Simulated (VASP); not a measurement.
**SnS2 (1T layered): computed properties**

Calculation: PBEsol GGA, VASP's PBE PAW potentials (set 64) (plane waves; VASP).

| Quantity | Result |
|---|---|
| space group | P-3m1 (164) |
| cell | a = 3.6511 Å, b = 3.6511 Å, c = 6.0441 Å, α = 90.00°, β = 90.00°, γ = 120.00° |
| volume per atom | 23.26 Å³/atom |
| band gap (over mesh and band path) | 1.43 eV |
| smallest direct gap (over mesh and band path) | 1.82 eV |
| band gap with spin-orbit coupling | 1.44 eV |
| density | 4.35 g/cm³ |
| optical Γ-point spectrum | 200 (×2), 203 (×2), 304, 340 cm⁻¹ |

```xyz
3
Lattice="1.8256 -3.1620 0.0000 1.8256 3.1620 0.0000 0.0000 0.0000 6.0441" Properties=species:S:1:pos:R:3 pbc="T T T"
Sn     0.0000     0.0000     0.0000
S      1.8256     1.0540     1.4735
S      1.8256    -1.0540     4.5706
```

Measured: gap 2.18 eV (computed value off by -0.75 eV), as given by Joseph M. Gonzalez et al., Physical Review B (2016), arXiv:1609.04381; a 3.646 Å (computed value off by +0.1 %), c 5.893 Å (computed value off by +2.6 %), as given by de Lima et al., (2018), arXiv:1803.05430. The calculation is for a static lattice, while the measured a, c hold thermal and zero-point effects, which are part of the difference.  The path is coarsely sampled, so an indirect gap can come out somewhat too large.  Without a dispersion term in the relaxation, distances and binding between the weakly bound layers, chains or molecules are unreliable, and so is what depends on them. Unless said otherwise, spin-orbit coupling is left out, though it shifts the bands of the heavy elements here.

The compound is SnS2 in the 1T layered structure. It was relaxed first. Symmetry was kept, so distortions that lower it aren't found.
